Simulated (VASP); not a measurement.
Write the native input for VASP 6.6.1 that does the following.

```
Task                   : single point
Functional             : PBE
Potentials or basis    : VASP PAW PBE potentials, release 64 (Be, B)
Cutoff                 : 520 eV
k mesh                 : 10 × 10 × 14
Occupations            : fermi-dirac, width 0.05 eV
Spin                   : no spin polarisation
Further INCAR settings : ALGO = Normal; EDIFF = 1e-07; NBANDS = 10
```

The structure of BeB lies in POSCAR:

```
BeB
1.0
    3.1184400000      0.0000000000      0.0000000000
   -1.5592200000      2.7006500000      0.0000000000
    0.0000000000      0.0000000000      1.8277900000
Be B
1 1
Direct
    0.0062930000      0.0124020000      0.4698270000
    0.3450240000      0.6749320000     -0.0010230000
```

The cell was built by a generator and needn't be a form met in nature.

The cell isn't the ideal one: atoms moved at random, drawn with an rms of 0.05 Å.

One way to write it, as run:

INCAR

```
PREC     = Accurate       # precision mode
ENCUT    = 520            # plane-wave cutoff, eV
EDIFF    = 1E-7           # SCF threshold, eV
ISMEAR   = -1             # smearing method
SIGMA    = 0.05           # smearing width, eV
LREAL    = False          # projectors in reciprocal space
LASPH    = True           # aspherical terms in the spheres
NELM     = 60             # most SCF steps
ALGO     = Normal         # electronic algorithm
ISIF     = 2              # what is computed and relaxed
LWAVE    = False          # write WAVECAR
LCHARG   = False          # write CHGCAR
GGA      = PE             # functional
NBANDS   = 10             # bands
```

KPOINTS

```
Automatic mesh
0
Gamma
  10 10 14
```

Potentials or basis: VASP PAW PBE potentials, release 64 (Be, B).

Command:

```bash
$ cat potpaw_PBE.64/Be/POTCAR potpaw_PBE.64/B/POTCAR > POTCAR
$ mpirun -np 1 vasp_std > vasp.out
```

Results of the run:

```
Pressure               : 0.4 GPa
Largest force          : 0.517 eV/Å
Band gap on the k mesh : none (metal or under the smearing width)
```

Run time: 80 s on 1 thread of AMD EPYC 7R43 64-Core Processor (Zen 3), with other jobs on the host, peak memory 0.17 GiB.
